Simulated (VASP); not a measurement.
Computed with PBEsol GGA, VASP's PBE PAW potentials (set 64) (plane waves; VASP 6.6.1).

VASP ran on this input.

POSCAR:
```
ReS2
1
    0.0000000000     2.8540370747     2.8540370747
    2.8540370747     0.0000000000     2.8540370747
    2.8540370747     2.8540370747     0.0000000000
Re S
1 2
Direct
  0.0000000000   0.0000000000   0.0000000000
  0.2500000000   0.2500000000   0.2500000000
  0.7500000000   0.7500000000   0.7500000000
```

**INCAR**
```
ALGO  =  Normal
EDIFF  =  1E-6
EDIFFG  =  -0.02
ENCUT  =  400
GGA  =  PS
IBRION  =  2
ISIF  =  3
ISMEAR  =  1
LASPH  =  .True.
LCHARG  =  .False.
LMAXMIX  =  6
LREAL  =  .False.
LWAVE  =  .False.
NELM  =  100
NSW  =  60
PREC  =  Accurate
SIGMA  =  0.1
SYSTEM  =  ReS2
```

### KPOINTS
```
Regular mesh
0
Gamma
 8 8 8
0 0 0
```

POTCAR, in this order: Re S (PBE.64 set). Program: vasp_std.

Unless said otherwise, spin-orbit coupling is left out, though it shifts the bands of the heavy elements here.

### Question
Predict the energy per atom (σ→0), volume per atom, band gap (on the k-mesh).

### Answer

The energy per atom (σ→0) is -7.466 eV/atom and the band gap (on the k-mesh) is none (metal, semimetal or under 0.01 eV). The volume per atom is 15.45 Å³/atom.

File OSZICAR:
```
...
DAV:   1    -0.224011599775E+02   -0.24102E-02   -0.84065E-02  1141   0.131E+01    0.795E-01
DAV:   2    -0.224000394085E+02    0.11206E-02   -0.17110E-03  1271   0.736E-01    0.329E-01
DAV:   3    -0.223996769146E+02    0.36249E-03   -0.98527E-04  1246   0.494E-01    0.423E-02
DAV:   4    -0.223996749852E+02    0.19294E-05   -0.26887E-05  1358   0.112E-01    0.391E-02
DAV:   5    -0.223996727874E+02    0.21978E-05   -0.39675E-06   665   0.371E-02    0.149E-02
DAV:   6    -0.223996708538E+02    0.19336E-05   -0.36513E-06   737   0.378E-02    0.810E-03
DAV:   7    -0.223996705438E+02    0.31004E-06   -0.46605E-07   457   0.106E-02
   3 F= -.22399671E+02 E0= -.22397359E+02  d E =-.312042E-03
```

The structure was generated: ReS2 was put into the fluorite type (Fm-3m), which need not be its known phase. This run relaxes it. Symmetry was kept, so distortions that lower it aren't found. The start is the result of an earlier pass. The electron count is odd and the run is not spin-polarised, which forces a metal.
